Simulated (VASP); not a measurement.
Calculation: G0W0 on PBE orbitals, VASP's PBE PAW potentials (set 64) (plane waves; VASP).

VASP input:

**POSCAR**
```
GaSb
1.0
  0.0000000000   3.0500000000   3.0500000000
  3.0500000000   0.0000000000   3.0500000000
  3.0500000000   3.0500000000   0.0000000000
Ga Sb
1 1
Cart
  0.0000000000   0.0000000000   0.0000000000
  1.5250000000   1.5250000000   1.5250000000
```

### INCAR
```
ALGO = EVGW0
ENCUT = 500
ENCUTGW = 300
GGA = PE
ISMEAR = 0
LASPH = T
LCHARG = F
LREAL = F
LSPECTRALGW = T
LWAVE = F
NBANDS = 320
NBANDSGW = 22
NELMGW = 1
NOMEGA = 64
PREC = Normal
SIGMA = 0.01
SYSTEM = GaSb
```

KPOINTS:
```
Automatic mesh
0
Gamma
4 4 4
0 0 0
```

POTCAR, in this order: Ga_d_GW Sb_d_GW (PBE.64 set). Program: vasp_std. Read from the step before: WAVECAR, WAVEDER.

The resulting files:

### OSZICAR
```
energies w=
    0.000    0.000    0.324    0.000    0.647    0.000    0.969    0.000
    1.288    0.000    1.605    0.000    1.918    0.000    2.228    0.000
    2.534    0.000    2.836    0.000    3.133    0.000    3.426    0.000
    3.715    0.000    4.000    0.000    4.282    0.000    4.560    0.000
    4.835    0.000    5.108    0.000    5.380    0.000    5.649    0.000
    5.918    0.000    6.187    0.000    6.456    0.000    6.726    0.000
    6.998    0.000    7.272    0.000    7.549    0.000    7.831    0.000
    8.118    0.000    8.410    0.000    8.710    0.000    9.018    0.000
    9.335    0.000    9.664    0.000   10.005    0.000   10.361    0.000
   10.733    0.000   11.124    0.000   11.537    0.000   11.974    0.000
   12.440    0.000   12.939    0.000   13.474    0.000   14.054    0.000
   14.685    0.000   15.375    0.000   16.135    0.000   16.979    0.000
   17.922    0.000   18.986    0.000   20.196    0.000   21.588    0.000
   23.208    0.000   25.118    0.000   27.406    0.000   30.195    0.000
   33.670    0.000   38.120    0.000   44.014    0.000   52.181    0.000
   64.228    0.000   83.743    0.000  120.680    0.000  216.813    0.000
NQ=   1    0.0000    0.0000    0.0000,
 performed        660000 updates of chi_q(r,r)
NQ=   2    0.2500    0.0000    0.0000,
 performed       1715000 updates of chi_q(r,r)
NQ=   3    0.5000    0.0000    0.0000,
 performed       2657000 updates of chi_q(r,r)
NQ=   4    0.2500    0.2500    0.0000,
 performed       3712000 updates of chi_q(r,r)
NQ=   5    0.5000    0.2500    0.0000,
 performed       5076000 updates of chi_q(r,r)
NQ=   6   -0.2500    0.2500    0.0000,
 performed       6328000 updates of chi_q(r,r)
NQ=   7    0.5000    0.5000    0.0000,
 performed       7186000 updates of chi_q(r,r)
NQ=   8   -0.2500    0.5000    0.2500,
 performed       8213000 updates of chi_q(r,r)
 resolving degeneracies of screened two electron integrals
```

OUTCAR:
```


 k-point   1 :       0.0000    0.0000    0.0000
  band No.  KS-energies  QP-energies   sigma(KS)   V_xc(KS)     V^pw_x(r,r')   Z            occupation Imag(sigma)

      1     -24.8317     -27.4674     -22.4788     -18.6085     -28.9903       0.6810       2.0000       0.3286
      2     -24.8317     -27.4674     -22.4788     -18.6085     -28.9903       0.6810       2.0000       0.3286
      3     -24.8317     -27.4674     -22.4788     -18.6085     -28.9903       0.6810       2.0000       0.3286
      4     -24.8120     -27.4365     -22.4624     -18.6087     -28.9697       0.6810       2.0000       0.3118
      5     -24.8120     -27.4365     -22.4624     -18.6087     -28.9697       0.6810       2.0000       0.3118
      6     -11.1750     -13.1140     -24.6704     -21.7618     -35.1214       0.6666       2.0000       0.2862
      7     -11.1750     -13.1140     -24.6704     -21.7618     -35.1214       0.6666       2.0000       0.2862
      8     -11.1750     -13.1140     -24.6704     -21.7618     -35.1214       0.6666       2.0000       0.2862
      9     -11.1254     -13.0824     -24.7449     -21.8230     -35.1809       0.6698       2.0000       0.2612
     10     -11.1254     -13.0824     -24.7449     -21.8230     -35.1809       0.6698       2.0000       0.2612
     11      -7.6346      -8.1963     -11.9200     -11.0800     -17.3338       0.6687       2.0000       0.8701
     12       3.9032       3.3244     -12.4280     -11.6883     -13.0744       0.7825       2.0000       0.0510
     13       3.9032       3.3244     -12.4280     -11.6883     -13.0744       0.7825       2.0000       0.0510
     14       3.9032       3.3244     -12.4280     -11.6883     -13.0744       0.7825       2.0000       0.0510
     15       3.9923       4.1268     -12.0038     -12.1751      -7.8496       0.7853       0.0000      -0.0672
     16       6.6677       6.5548     -10.0544      -9.9087      -5.7855       0.7751       0.0000      -0.1113
     17       6.6677       6.5548     -10.0544      -9.9087      -5.7855       0.7751       0.0000      -0.1113
     18       6.6677       6.5548     -10.0544      -9.9087      -5.7855       0.7751       0.0000      -0.1113
     19       9.7434       9.4198      -7.6379      -7.2274      -2.5272       0.7882       0.0000      -0.2459
     20      12.6602      12.5845      -9.8512      -9.7526      -4.6320       0.7670       0.0000      -0.3331
     21      12.6602      12.5845      -9.8512      -9.7526      -4.6320       0.7670       0.0000      -0.3331
     22      13.4055      13.1702      -7.7518      -7.4480      -2.2667       0.7744       0.0000      -0.3789

 k-point   2 :       0.2500    0.0000    0.0000
  band No.  KS-energies  QP-energies   sigma(KS)   V_xc(KS)     V^pw_x(r,r')   Z            occupation Imag(sigma)

      1     -24.8307     -27.4716     -22.4793     -18.6098     -28.9912       0.6825       2.0000       0.3284
      2     -24.8307     -27.4716     -22.4793     -18.6098     -28.9912       0.6825       2.0000       0.3284
      3     -24.8307     -27.4716     -22.4793     -18.6098     -28.9912       0.6825       2.0000       0.3284
      4     -24.8116     -27.4420     -22.4632     -18.6091     -28.9699       0.6825       2.0000       0.3115
      5     -24.8116     -27.4420     -22.4632     -18.6091     -28.9699       0.6825       2.0000       0.3115
      6     -11.1895     -13.1183     -24.5966     -21.7018     -35.0289       0.6663       2.0000       0.2883
      7     -11.1687     -13.1101     -24.6854     -21.7753     -35.1386       0.6671       2.0000       0.2854
      8     -11.1687     -13.1101     -24.6854     -21.7753     -35.1386       0.6671       2.0000       0.2854
      9     -11.1258     -13.0791     -24.7425     -21.8221     -35.1807       0.6689       2.0000       0.2619
     10     -11.1258     -13.0791     -24.7425     -21.8221     -35.1807       0.6689       2.0000       0.2619
     11      -7.0118      -7.5903     -12.1423     -11.2928     -17.2999       0.6809       2.0000       0.8190
     12      -0.1413      -0.6837     -11.8417     -11.1191     -13.6784       0.7507       2.0000       0.1753
     13       3.1901       2.6003     -12.0455     -11.2861     -12.8605       0.7767       2.0000       0.0605
     14       3.1901       2.6003     -12.0455     -11.2861     -12.8605       0.7767       2.0000       0.0605
     15       4.7256       4.6818     -10.6487     -10.5929      -6.6356       0.7842       0.0000      -0.0773
     16       7.5427       7.4349     -10.1896     -10.0497      -5.6825       0.7709       0.0000      -0.1368
     17       7.5427       7.4349     -10.1896     -10.0497      -5.6825       0.7709       0.0000      -0.1368
     18       9.1496       9.0564     -10.6359     -10.5148      -5.5945       0.7699       0.0000      -0.2043
     19      11.1239      10.7907      -7.6171      -7.1877      -2.3571       0.7759       0.0000      -0.2931
     20      11.5629      11.3831      -9.0543      -8.8221      -3.9683       0.7740       0.0000      -0.2947
     21      11.5629      11.3831      -9.0543      -8.8221      -3.9683       0.7740       0.0000      -0.2947
     22      13.6868      13.4561      -8.7365      -8.4385      -3.0006       0.7742       0.0000      -0.4578

 k-point   3 :       0.5000    0.0000    0.0000
  band No.  KS-energies  QP-energies   sigma(KS)   V_xc(KS)     V^pw_x(r,r')   Z            occupation Imag(sigma)

      1     -24.8311     -27.4688     -22.4773     -18.6089     -28.9890       0.6819       2.0000       0.3344
      2     -24.8290     -27.4769     -22.4810     -18.6116     -28.9926       0.6843       2.0000       0.3250
      3     -24.8290     -27.4769     -22.4810     -18.6116     -28.9926       0.6843       2.0000       0.3250
      4     -24.8110     -27.4494     -22.4649     -18.6101     -28.9707       0.6844       2.0000       0.3108
      5     -24.8110     -27.4494     -22.4649     -18.6101     -28.9707       0.6844       2.0000       0.3108
      6     -11.2036     -13.1240     -24.5321     -21.6484     -34.9470       0.6659       2.0000       0.2901
      7     -11.1636     -13.1059     -24.6958     -21.7840     -35.1486       0.6670       2.0000       0.2839
      8     -11.1636     -13.1059     -24.6958     -21.7840     -35.1486       0.6670       2.0000       0.2839
      9     -11.1255     -13.0801     -24.7455     -21.8262     -35.1881       0.6695       2.0000       0.2637
     10     -11.1255     -13.0801     -24.7455     -21.8262     -35.1881       0.6695       2.0000       0.2637
     11      -5.9855      -6.5840     -12.7056     -11.8482     -17.3929       0.6980       2.0000       0.6935
     12      -2.5096      -3.1000     -11.1710     -10.3537     -14.3149       0.7223       2.0000       0.3876
     13       2.7324       2.1211     -11.9447     -11.1519     -12.9615       0.7711       2.0000       0.0712
     14       2.7324       2.1211     -11.9447     -11.1519     -12.9615       0.7711       2.0000       0.0712
     15       4.3199       4.2551     -10.5193     -10.4369      -6.6154       0.7869       0.0000      -0.0723
     16       7.6489       7.5169      -9.7194      -9.5489      -5.2158       0.7746       0.0000      -0.1412
     17       7.6489       7.5169      -9.7194      -9.5489      -5.2158       0.7746       0.0000      -0.1412
     18      10.3838      10.0099      -7.4643      -6.9858      -2.3136       0.7813       0.0000      -0.2618
     19      13.3496      13.1540      -9.8830      -9.6302      -4.0670       0.7735       0.0000      -0.4619
     20      13.8850      13.7746      -9.5231      -9.3779      -3.6322       0.7606       0.0000      -0.4815
     21      13.8850      13.7746      -9.5231      -9.3779      -3.6322       0.7606       0.0000      -0.4815
     22      14.1962      14.2039     -10.6068     -10.6169      -4.1441       0.7578       0.0000      -0.6313

 k-point   4 :       0.2500    0.2500    0.0000
  band No.  KS-energies  QP-energies   sigma(KS)   V_xc(KS)     V^pw_x(r,r')   Z            occupation Imag(sigma)

      1     -24.8333     -27.4661     -22.4760     -18.6062     -28.9879       0.6803       2.0000       0.3344
      2     -24.8287     -27.4792     -22.4819     -18.6126     -28.9937       0.6850       2.0000       0.3249
      3     -24.8287     -27.4792     -22.4819     -18.6126     -28.9937       0.6850       2.0000       0.3249
      4     -24.8129     -27.4310     -22.4604     -18.6072     -28.9674       0.6795       2.0000       0.3132
      5     -24.8104     -27.4495     -22.4656     -18.6107     -28.9715       0.6846       2.0000       0.3101
      6     -11.1998     -13.1244     -24.5673     -21.6777     -34.9954       0.6660       2.0000       0.2903
      7     -11.1619     -13.1076     -24.7043     -21.7919     -35.1602       0.6681       2.0000       0.2844
      8     -11.1619     -13.1076     -24.7043     -21.7919     -35.1602       0.6681       2.0000       0.2844
      9     -11.1309     -13.0764     -24.7246     -21.8051     -35.1573       0.6664       2.0000       0.2617
     10     -11.1237     -13.0836     -24.7463     -21.8269     -35.1879       0.6713       2.0000       0.2629
     11      -6.7902      -7.3694     -12.1960     -11.3466     -17.2562       0.6819       2.0000       0.7990
     12      -0.1629      -0.6659     -12.3173     -11.6481     -14.0848       0.7517       2.0000       0.1671
     13       2.2137       1.6020     -11.5602     -10.7627     -12.6869       0.7670       2.0000       0.0822
     14       2.2137       1.6020     -11.5602     -10.7627     -12.6869       0.7670       2.0000       0.0822
     15       5.1499       4.9675      -9.5543      -9.3222      -5.6522       0.7859       0.0000      -0.0850
     16       6.6318       6.5021     -10.0359      -9.8698      -5.6369       0.7808       0.0000      -0.1135
     17       9.4405       9.3671     -10.8570     -10.7600      -5.7766       0.7570       0.0000      -0.2180
     18       9.4405       9.3671     -10.8570     -10.7600      -5.7766       0.7570       0.0000      -0.2180
     19      10.4443      10.3210      -9.7568      -9.5984      -4.6746       0.7788       0.0000      -0.2484
     20      13.0447      12.7955      -8.6673      -8.3429      -2.9624       0.7681       0.0000      -0.4197
     21      13.4917      13.4320      -9.8185      -9.7412      -4.3883       0.7733       0.0000      -0.4091
     22      15.2175      14.9446      -8.0100      -7.6533      -2.2466       0.7652       0.0000      -0.5254

 k-point   5 :       0.5000    0.2500    0.0000
  band No.  KS-energies  QP-energies   sigma(KS)   V_xc(KS)     V^pw_x(r,r')   Z            occupation Imag(sigma)

      1     -24.8324     -27.4699     -22.4768     -18.6073     -28.9886       0.6816       2.0000       0.3350
...
```
(Selected blocks of OUTCAR.)

The mesh is coarse and the basis finite, so the quasiparticle values are not converged. VASP warned that its frequency grid is unfit for quasiparticle energies.

The compound is GaSb in the zinc blende structure. The cell was not relaxed at this level. The k-mesh is coarse (spacing up to 0.45 per Å, 2π included), so the numbers may not be converged in it.
